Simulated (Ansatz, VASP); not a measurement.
# Cross-check of VTeSe (2H-VSeTe bilayer, 2H (AA')) between VASP and Ansatz

Aim: how closely do two programs agree when they are given the same cell, functional and k mesh? The structure shown is the start of the Ansatz relaxation below; VASP solves that cell, so the two are compared at the walk's first step.

Method: plane waves, with VASP 6.6.1 beside it; single point at PBE with D3(BJ), DFT+U, in Ansatz 0.2.0.

## 1. The starting structure

The cell holds 6 atoms: 2 Te, 2 V and 2 Se. Cell: a = 3.465 Å, b = 3.465 Å, c = 51.764 Å, α = 90.0°, β = 90.0°, γ = 120.0°. Vacuum lies along c.

## 2. Ansatz: relaxation, PBE with D3(BJ), DFT+U

Ansatz runs on its default PAW (the set named soft_2) files.

The two programs are compared at the cell with which this relaxation starts, whose forces are those of its first step.

The input, input.yaml:

```yaml
crystal:
  lattice:
    - [3.465, 0.0, 0.0]
    - [-1.7325, 3.0007780241, 0.0]
    - [0.0, 0.0, 51.7640912082]
  atoms:
    - { symbol: Te, position: [0.3333333333, 0.6666666667, 0.3998911121] }
    - { symbol: V, position: [0.0, 0.0, 0.4370992647], spin: 1.0 }
    - { symbol: Se, position: [0.3333333333, 0.6666666667, 0.4690905421] }
    - { symbol: Te, position: [0.0, 0.0, 0.5309094579] }
    - { symbol: V, position: [0.3333333333, 0.6666666667, 0.5681176106], spin: 1.0 }
    - { symbol: Se, position: [0.0, 0.0, 0.6001088879] }
  periodic: [true, true, false]
magnetization:
  spin_polarized: true
kpoints:
  mp_grid: { grid: [12, 12, 1] }
hamiltonian:
  xc: pbe
  dispersion: d3bj
  hubbard: { sites: [{ species: V, l: d, u_eff: 2.0 }] }
scf:
  occupations: { method: fermi_dirac, width: 0.05 }
  convergence: { dr2_threshold: 1.0e-09 }
relax:
  f_tol: 0.004
  max_steps: 90
  cell: {}
output:
  write_potential: true
  write_density: true
  volumetric_format: npy
```

Started as:

```sh
ansatz run input.yaml --threads 4 --pin off --max-ram 12288MiB --backend cpu --events-out ev --progress --plain --runs-dir out
```

Numbers of over 12 decimals in the logs are rounded to 6 here.

Log:

```text
Warning: relax.cell: scf.convergence.dr2_threshold = 1e-9 eV is looser than the 1.44684225338e-10 eV advised for a relaxation that steers and ends on the stress (1e-10 eV for each atom of the cell: 6, times the square of relax.cell.stress_2d_tol = 0.05 N/m over 20.4 Å (the atoms' height at the walk's start and 5 Å past either face), 2.455e-2 GPa, over a crystal's default 0.05). What an SCF threshold leaves in a stress goes as its square root, and in the free energy as the threshold itself, and one threshold admits the most on a small cell: [figures from the program's tests cut] Set scf.convergence.dr2_threshold to 1.44684225338e-10 eV or tighter. [rest of the remark cut]
Te: projections on atomic orbitals take those of the free atom [Kr] 4d10 5s2 5p4, of charge +0.00 (hamiltonian.pseudopotentials.projection_atoms); the dataset's partial waves leave at most 7.8e-6 of an orbital's norm unspanned inside its sphere
V: projections on atomic orbitals take those of the free atom [Ne] 3s2 3p6 3d3 4s2, of charge +0.00 (hamiltonian.pseudopotentials.projection_atoms); the dataset's partial waves leave at most 5.8e-7 of an orbital's norm unspanned inside its sphere
Se: projections on atomic orbitals take those of the free atom [Ar] 3d10 4s2 4p4, of charge +0.00 (hamiltonian.pseudopotentials.projection_atoms); the dataset's partial waves leave at most 2.3e-6 of an orbital's norm unspanned inside its sphere
Engine: ansatz 0.2.0, x86_64-unknown-linux-gnu
Pseudopotentials: kind: paw
Pseudopotential: Te, paw, valence charge 16, recommended cutoff 420 eV (normal), Te.paw.azcp
Pseudopotential: V, paw, valence charge 13, recommended cutoff 420 eV (normal), V.paw.azcp
Pseudopotential: Se, paw, valence charge 16, recommended cutoff 420 eV (normal), Se.paw.azcp
Functional definition: PBE
  parameter kappa = 0.804
  parameter beta = 0.066725
  exchange = pbe_x(kappa = kappa, mu = beta*pi^2/3)
  correlation = pbe_c(beta = beta)
Crystal: 6 atoms, lattice volume = 538.227 Å³
Basis set: ecut = 420 eV, 10499 PW (Γ), exchange–correlation on 48×48×720 points (8 copies of the dense FFT grid, shifted against one another)
Bands: 56, of which v1, the nominal top of the filled ones, is band 45 counted from 1 (44 counted from 0)
Symmetry: 6 space group operations
Space group: P3m1 (ITA 156), of the structure as read, at distance tolerance 8.1e-5 Å
Magnetic group: BNS 156.49 (UNI 1279), of the structure as read, at distance tolerance 8.1e-5 Å
k-points: 19 of 144 (time reversal used)
Non-local potential: Te, projectors of the file, l = 0: 2, l = 1: 2, l = 2: 2, l = 3: 2
Non-local potential: V, projectors of the file, l = 0: 3, l = 1: 2, l = 2: 3, l = 3: 1
Non-local potential: Se, projectors of the file, l = 0: 2, l = 1: 2, l = 2: 3, l = 3: 1
PAW form: soft (Blöchl's): semilocal exchange-correlation on the pseudo side does not see the compensation charge
PAW one-centre angular grid: Te, 590 points (default); XC on 64 Gauss nodes
PAW one-centre angular grid: V, 590 points (default); XC on 64 Gauss nodes
PAW one-centre angular grid: Se, 590 points (default); XC on 64 Gauss nodes
Initial density: superposition of atomic densities (neutral atoms: chi_scale 0, normalization atom)
Starting moments: Σ|m| = 2 μB on 2 of 6 sites
Initial wavefunctions: pseudopotential atomic-orbital guess
Functional: x = pbe(κ = 0.804, μ = 0.219515), c = pbe(β = 0.066725)
SCF iter   1: F=—  HF=-30724.011945 eV  |F-HF|=—  |Δ(HF+E_count)|=         —  Δρ=9.35e-3 (↑7.57e-3 ↓9.35e-3)  dr2=5.52e0  dr2_m=9.05e-2  M=1.998 μB ∫|m|=2.919 μB  β_m=1.00  ethr=3.10e-3  ⟨swp⟩=18.0  Hψ=12957  notcnv=0
preconditioner: auto → none  [metal: Δε(μ)=0.058 eV  Ē_g=7.004 eV  σ=0.050 eV  W_gap=0.28  n_scr=32 (ndim 8)  ℏωp=9.3 eV  f_vac=0.722  D(μ)=2.14/eV (n_scr^D=12)  sad-step TF]
SCF iter   2: F=—  HF=-30723.927626 eV  |F-HF|=—  |Δ(HF+E_count)|=   8.43e-2  Δρ=6.21e-3 (↑6.21e-3 ↓5.68e-3)  dr2=3.81e0  dr2_m=2.79e-2  M=2.007 μB ∫|m|=3.432 μB  β_m=1.00  ethr=3.10e-3  ⟨swp⟩=2.9  Hψ=3493  notcnv=0  defer=72
SCF iter   3: F=—  HF=-30726.079156 eV  |F-HF|=—  |Δ(HF+E_count)|=    2.15e0  Δρ=3.48e-2 (↑3.48e-2 ↓1.38e-2)  dr2=1.50e2  dr2_m=6.68e-1  M=1.656 μB ∫|m|=2.751 μB  β_m=0.30  ethr=3.10e-3  ⟨swp⟩=6.3  Hψ=6499  notcnv=0  defer=112
[...]
SCF iter  39: F=—  HF=-30724.041941 eV  |F-HF|=—  |Δ(HF+E_count)|=   7.59e-8  Δρ=4.29e-6 (↑4.29e-6 ↓2.86e-6)  dr2=6.64e-7  dr2_m=4.19e-8  M=2.422 μB ∫|m|=4.444 μB  β_m=0.27  ethr=3.29e-10  ⟨swp⟩=2.9  Hψ=3482  notcnv=0  defer=90
SCF iter  40: F=—  HF=-30724.041941 eV  |F-HF|=—  |Δ(HF+E_count)|=   5.17e-9  Δρ=2.72e-6 (↑2.72e-6 ↓2.23e-6)  dr2=8.20e-8  dr2_m=2.44e-8  M=2.422 μB ∫|m|=4.444 μB  β_m=0.33  ethr=3.29e-10  ⟨swp⟩=2.8  Hψ=2838  notcnv=0  defer=90
SCF iter  41: F=—  HF=-30724.041941 eV  |F-HF|=—  |Δ(HF+E_count)|=   8.68e-8  Δρ=8.05e-6 (↑8.05e-6 ↓1.18e-6)  dr2=1.31e-6  dr2_m=8.22e-8  M=2.422 μB ∫|m|=4.444 μB  β_m=0.25  ethr=9.11e-11  ⟨swp⟩=3.0  Hψ=3820  notcnv=0  defer=90  recentre
SCF iter  42: F=—  HF=-30724.041941 eV  |F-HF|=—  |Δ(HF+E_count)|=   3.48e-8  Δρ=2.29e-6 (↑2.29e-6 ↓2.14e-6)  dr2=1.42e-7  dr2_m=1.84e-8  M=2.422 μB ∫|m|=4.444 μB  β_m=0.30  ethr=9.11e-11  ⟨swp⟩=3.0  Hψ=3141  notcnv=0  defer=90
SCF iter  43: F=—  HF=-30724.041941 eV  |F-HF|=—  |Δ(HF+E_count)|=   4.24e-8  Δρ=2.15e-6 (↑1.80e-6 ↓2.15e-6)  dr2=8.19e-8  dr2_m=1.45e-8  M=2.422 μB ∫|m|=4.444 μB  β_m=0.30  ethr=9.11e-11  ⟨swp⟩=3.0  Hψ=3603  notcnv=0  defer=90
SCF iter  44: F=—  HF=-30724.041941 eV  |F-HF|=—  |Δ(HF+E_count)|=   5.68e-9  Δρ=2.53e-6 (↑2.53e-6 ↓1.35e-6)  dr2=1.99e-8  dr2_m=1.75e-8  M=2.422 μB ∫|m|=4.444 μB  β_m=0.65  ethr=9.10e-11  ⟨swp⟩=2.6  Hψ=2738  notcnv=0  defer=90
SCF iter  45: F=—  HF=-30724.041941 eV  |F-HF|=—  |Δ(HF+E_count)|=   4.97e-8  Δρ=2.06e-6 (↑2.06e-6 ↓1.12e-6)  dr2=2.05e-7  dr2_m=3.74e-9  M=2.421 μB ∫|m|=4.444 μB  β_m=0.47  ethr=2.21e-11  ⟨swp⟩=3.2  Hψ=4565  notcnv=0  defer=90  recentre
SCF iter  46: F=—  HF=-30724.041941 eV  |F-HF|=—  |Δ(HF+E_count)|=   2.11e-8  Δρ=1.73e-6 (↑1.73e-6 ↓7.30e-7)  dr2=7.01e-8  dr2_m=5.44e-9  M=2.421 μB ∫|m|=4.444 μB  β_m=0.36  ethr=2.21e-11  ⟨swp⟩=3.0  Hψ=4538  notcnv=0  defer=90
SCF iter  47: F=—  HF=-30724.041941 eV  |F-HF|=—  |Δ(HF+E_count)|=   2.95e-9  Δρ=6.48e-7 (↑6.48e-7 ↓2.44e-7)  dr2=7.55e-9  dr2_m=7.11e-10  M=2.421 μB ∫|m|=4.444 μB  β_m=0.53  ethr=2.21e-11  ⟨swp⟩=3.0  Hψ=3459  notcnv=0  defer=90
SCF iter  48: F=—  HF=-30724.041941 eV  |F-HF|=—  |Δ(HF+E_count)|=   4.39e-9  Δρ=7.90e-7 (↑7.90e-7 ↓3.89e-7)  dr2=8.28e-8  dr2_m=6.03e-10  M=2.421 μB ∫|m|=4.444 μB  β_m=0.35  ethr=8.39e-12  ⟨swp⟩=2.8  Hψ=3088  notcnv=0  defer=90  recentre
SCF iter  49: F=—  HF=-30724.041941 eV  |F-HF|=—  |Δ(HF+E_count)|=   2.63e-9  Δρ=6.50e-7 (↑6.50e-7 ↓1.92e-7)  dr2=1.49e-8  dr2_m=5.17e-10  M=2.421 μB ∫|m|=4.444 μB  β_m=0.34  ethr=8.39e-12  ⟨swp⟩=3.0  Hψ=2929  notcnv=0  defer=90
SCF iter  50: F=—  HF=-30724.041941 eV  |F-HF|=—  |Δ(HF+E_count)|=   3.11e-9  Δρ=1.53e-6 (↑1.53e-6 ↓5.10e-7)  dr2=1.09e-7  dr2_m=1.59e-9  M=2.421 μB ∫|m|=4.444 μB  β_m=0.21  ethr=8.39e-12  ⟨swp⟩=3.0  Hψ=3346  notcnv=0  defer=90  recentre
SCF iter  51: F=-30724.041941 eV  HF=-30724.041941 eV  |F-HF|=6.80e-10  |Δ(HF+E_count)|=   2.44e-9  Δρ=1.06e-7 (↑1.06e-7 ↓7.38e-8)  dr2=1.84e-10  dr2_m=2.65e-11  M=2.421 μB ∫|m|=4.444 μB  ethr=1.11e-12  ⟨swp⟩=2.7  Hψ=6666  notcnv=0
SCF 1 converged in 51 iterations: F = -30724.041941 eV  dr2 = 1.84e-10
a single-point calculation of the run's input, under the relaxation's own `scf.mixing.negative_modes` where the relaxation goes by `scf.lower_state_search: light` itself or types `scf.max_iter`, was made at the relaxed geometry, from the atoms, in 51 SCF iterations in all. It converged +9.1 meV from the relaxation's final energy, with moments (-0.17, 1.53, -0.15, -0.18, 1.32, -0.14 Bohr magnetons, atom by atom), which does not count as lower, and the relaxation's result stands. No further magnetic order was relaxed to its end, and one can end lower (see `relax.adjacent_minimum`). Of at least 1 other set(s) of starting moments it isn't known whether they lead lower.
SCF converged after 9 iterations
Magnetization: 0.2537 μB (45.1268 up, 44.8732 down)
Absolute magnetization: 4.4914 μB (∫|ρ↑−ρ↓|, with the PAW one-centre terms)
Spin contamination: 1.5060 ħ² per cell (⟨S²⟩ above its minimum at these occupations)
Per-site moments (μB) at R_I (Å): [(-0.170222, 1.131313), (1.568530, 1.032187), (-0.143951, 1.032187), (0.173234, 1.125690), (-1.348787, 1.034022), (0.137203, 1.034022)]
Free energy (F): -30724.051052 eV
Harris-Foulkes:  -30724.051052 eV  (|F-HF|=7.28e-12)
Internal energy: -30724.033402 eV  (E = F + TS)
E sigma→0 (E₀):  -30724.042227 eV
Entropy (-TS):   -0.017650 eV (-2.942 meV/atom)
Fermi energy:    -5.018874 eV
--- Per-component energies (eV) ---
  E_band       = -3010.671965
  E_kinetic    = 1271.292565
  E_local      = -633378.183083  (includes V_loc(G=0)·N_el)
  E_nonlocal   = -1899.723192
  E_hartree    = 316225.946265
  E_xc         = -718.355028
  E_vxc        = -735.890321  (∫ρ·V_xc dr)
  E_hubbard    = 3.926809  (on-site DFT+U / exact-exchange correction)
  E_vhub       = 0.123358  (the Hubbard potential's part of the band-sum identity)
  E_paw        = -15374.746008  (= ΣΔE_a)
  E_vpaw       = -720.183188  (= ΣTr[D̂ρ^β])
  E_aug_tail   = -0.001004  (compensation charges beyond the density's cutoff)
  E_ewald      = 303148.229705
  E_disp       = -2.420430  (pairwise vdW)
  E_smearing   = -0.017650  (= −TS)
  E_closure    = 0.000000  (closes the sum)
  Σ components = -30724.051052   (vs F -30724.051052, Δ=0.00e0)
--- Forces (eV/Å), atoms counted from 1 ---
  atom   1  Te     0.00000000    -0.00000000    -0.00017928
  atom   2  V      0.00000000     0.00000000     0.00088108
  atom   3  Se     0.00000000    -0.00000000    -0.00016774
  atom   4  Te     0.00000000     0.00000000    -0.00152847
  atom   5  V     -0.00000000    -0.00000000     0.00194999
  atom   6  Se     0.00000000     0.00000000    -0.00095462
  max |Σ_I F_I| component: 9.59e-7 eV/Å
--- 2D stress c σ (N/m, compression-positive) ---
       -0.003459      -0.000000       0.000000
       -0.000000      -0.003459       0.000000
        0.000000       0.000000      -0.000000
  P = ½ c Tr σ = -0.0035 N/m
--- Band table (eV; the first three rows and the last of 38) ---
  k-point 0 ↑: bands = [... 41 lower, -5.9662, -5.1639, -4.8130, -4.8130, -3.3721, -2.8318, -2.8318, -2.2449, ... 7 higher]
  k-point 1 ↑: bands = [... 41 lower, -6.0437, -5.2290, -5.0906, -4.9124, -3.4510, -3.0733, -2.9018, -2.7094, ... 7 higher]
  k-point 2 ↑: bands = [... 41 lower, -6.2110, -5.9372, -5.4428, -5.1265, -3.8451, -3.6528, -3.3300, -3.2113, ... 7 higher]
  k-point 18 ↓: bands = [... 41 lower, -7.8240, -6.5327, -6.2112, -5.6416, -5.0447, -3.9557, -3.8092, -3.6707, ... 7 higher]
  the weakly bound empty levels are not read free of the cell's end (hubbard_term)
--- Relaxed structure (8 steps of the walk, 8 accepted, 1 SCFs on fresh bases) ---
  F+E_penalty+E_count = -30724.05105226 eV   max|allowed force component| = 1.950e-3 eV/Å   (the final SCF, on the basis selected at the relaxed cell)
  cell:  # Å, volume = 536.6987 Å³
    - [3.460076, 0.0, 0]
    - [-1.730038, 2.996514, 0]
    - [0, 0, 51.7640912082]
  atoms:
    - { symbol: Te, position: [0.333333, 0.666667, 0.404325] }
    - { symbol: V, position: [3.899389670224199e-18, -2.775557561562891e-17, 0.440626] }
    - { symbol: Se, position: [0.333333, 0.666667, 0.469736] }
    - { symbol: Te, position: [-1.2098015312878578e-18, -2.775557561562892e-17, 0.529815] }
    - { symbol: V, position: [0.333333, 0.666667, 0.565731] }
    - { symbol: Se, position: [-5.666804765752708e-18, -2.775557561562892e-17, 0.594984] }
```

[end of part 1 of 2]

[Lines on the potential files, build, host, timing and source positions are cut from VASP's logs without a mark.]

[Logs are printed without paths, hosts, clocks, repeated set-up lines and the standing remarks that a program may print on its own settings, such as how far it seeks lower states.]

[Hosts, paths, dates, database ids (printed as entryN), source tags and the programs' standing remarks are cut or masked in the printed files.]
